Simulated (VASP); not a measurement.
**AsC: relaxation of cell and atoms with r2SCAN**

Crystal: AsC.

```
C As
1.0
     0.00000    2.39927    2.39927
     2.39927    0.00000    2.39927
     2.39927    2.39927    0.00000
C As
1 1
Direct
  0.00000 0.00000 0.00000
  0.50000 0.50000 0.50000
```

The cell was built by a generator and needn't be a form met in nature.

| Property | Result |
| --- | --- |
| Program | VASP 6.6.1 |
| Task | relaxation of cell and atoms |
| Functional | r2SCAN |
| Potentials or basis | VASP PAW PBE potentials, release 64 (C, As) |
| Cutoff | 600 eV |
| k mesh | 6 × 6 × 6 |
| Occupations | fermi-dirac, width 0.1 eV |
| Spin | no spin polarisation |
| Dipole correction | no |
| Further INCAR settings | ALGO = Normal; EDIFF = 1e-06; IBRION = 2; EDIFFG = -0.01; NSW = 60; ISIF = 3 |

```json
{
  "Relaxed volume": "11.00 Å³/atom",
  "Relaxed cell": "a = 3.145 Å, b = 3.145 Å, c = 3.145 Å, α = 60.00°, β = 60.00°, γ = 60.00°",
  "Space group after relaxing (to 0.05 Å)": "Fm-3m (No. 225)",
  "Energy gained by relaxing": "246.1 meV/atom",
  "Ionic steps": "6",
  "Pressure after relaxing": "0.0 GPa",
  "Band gap on the k mesh": "none (metal or under the smearing width)"
}
```

The path:
| step | energy change (eV) | largest force (eV/Å) | pressure (GPa) | volume (Å³) |
| --- | --- | --- | --- | --- |
| 1 | 0.0000 | 0.0000 | -22.92 | 27.62 |
| 2 | -0.4247 | 0.0000 | 15.24 | 20.45 |
| 3 | -0.4921 | 0.0000 | -0.41 | 22.05 |
| 4 | -0.4921 | 0.0000 | 0.36 | 21.94 |
| 5 | -0.4922 | 0.0000 | -0.20 | 22.02 |
| 6 | -0.4922 | 0.0000 | 0.00 | 21.99 |

Final structure:
```
CELL_PARAMETERS angstrom
0.00000 2.22368 2.22368
2.22368 0.00000 2.22368
2.22368 2.22368 0.00000
ATOMIC_POSITIONS crystal
C 0.00000 0.00000 0.00000
As 0.50000 0.50000 0.50000
```

Levels at points of the mesh, in eV from the Fermi level:
```csv
k point,band 1,band 2,band 3,band 4,band 5,band 6,band 7,band 8
"(0.00, 0.00, 0.00)",-18.55,-1.31,-1.31,-1.31,0.14,7.92,7.92,7.92
"(0.50, 0.00, 0.00)",-13.22,-13.20,-0.72,-0.72,1.95,1.95,3.14,4.22
"(0.50, 0.50, 0.00)",-12.70,-9.18,-6.50,-4.90,-4.90,4.47,10.16,10.16
```

It took 65 s on 1 thread of Intel(R) Xeon(R) 6975P-C (Granite Rapids), with other jobs on the host, peak memory 0.17 GiB.

Caveat: the k mesh is coarse (spacing up to 0.38 Å⁻¹), so the values aren't converged; the volume moved by over 15 % at a fixed basis, so the end points are rough; the PAW data sets were made with another functional, which shifts forces and pressure a little.
